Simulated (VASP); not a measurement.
A convergence study with VASP on CuI (zinc blende): one setting is varied, all else stays as given below, so the limit is that of these other settings. Each run relaxes cell and ions from the cell shown. The basis is that of the starting cell, so low cut-offs carry a Pulay error.

```
CuI
1.0
    0.00000     3.02500     3.02500
    3.02500     0.00000     3.02500
    3.02500     3.02500     0.00000
Cu I
1 1
Direct
  0.00000   0.00000   0.00000
  0.25000   0.25000   0.25000
```

The numbers are results of PBE GGA, VASP's PBE PAW potentials (set 64) (plane waves; VASP), not measurements. The tightest run used: 700 eV cut-off, 7×7×7 Γ-centred mesh, Gaussian smearing of 0.050 eV, potentials Cu I.

Gaps are read on the run's mesh, which can miss a band edge.

| setting | relaxed volume (Å³/atom) | E (eV/atom) | gap on the mesh (eV) | plane waves |
|---|---|---|---|---|
| ENCUT = 250 | 25.552 | -2.7882 | 1.412 | 531 |
| ENCUT = 300 | 27.750 | -2.7805 | 1.152 | 663 |
| ENCUT = 350 | 28.084 | -2.7827 | 1.117 | 869 |
| ENCUT = 400 | 27.978 | -2.7806 | 1.129 | 1014 |

Question: These are the cheaper rows. Estimate the results at ENCUT = 700, and how far the last row shown lies from them.

Answer: 
```
quantity                  tightest run  last row shown is off by
------------------------  ------------  ------------------------
relaxed volume (Å³/atom)        28.115                    -0.137
E (eV/atom)                    -2.7809                    0.0003
gap on the mesh (eV)             1.119                     0.010
```

Left out are rungs that failed or repeat a setting and relaxations that didn't move; long series are thinned to 24 rows.

The compound is CuI in the zinc blende structure.
